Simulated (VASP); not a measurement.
Given:

```xyz
8
Lattice="0.0000 3.0715 3.0715 3.0715 0.0000 3.0715 12.3209 12.3209 -0.0349" Properties=species:S:1:pos:R:3 pbc="T T T"
Cd    12.1094    12.1094     0.1766
Cd     3.0696     3.0696     0.0020
Cd     9.4357     9.4357     5.9218
Cd    12.3148    12.3148     6.1143
Te     1.4660     1.4660     1.6055
Te     4.7436     4.7436     1.3994
S      7.7805     7.7805     1.4340
S     10.6589    10.6589     1.6271
```

Level of theory: PBEsol GGA, VASP's PBE PAW potentials (set 64) (plane waves; VASP 6.6.1). Settings: 400 eV cut-off, 10×10×3 Γ-centred mesh, tetrahedra with Blöchl corrections, potentials Cd Te S.

The cores are frozen, which limits the accuracy of field gradients.

Question: Give the principal components of the electric field gradient (V/Å²) and the asymmetry η at each nucleus.

Answer: 
| atom | Vxx | Vyy | Vzz | η |
|---|---|---|---|---|
| Cd1 | 9.8 | 9.7 | -19.5 | 0.00 |
| Cd2 | -2.6 | -2.6 | 5.3 | 0.00 |
| Cd3 | -4.6 | -4.6 | 9.2 | 0.00 |
| Cd4 | 7.4 | 7.4 | -14.7 | 0.00 |
| Te5 | -55.9 | -55.9 | 111.9 | 0.00 |
| Te6 | -48.8 | -48.8 | 97.7 | 0.00 |
| S7 | 12.4 | 12.4 | -24.8 | 0.00 |
| S8 | 10.4 | 10.4 | -20.8 | 0.00 |

The structure was generated: Cd4S2Te2 was put into an ordered model structure (R3m), which need not be its known phase. It was relaxed first.
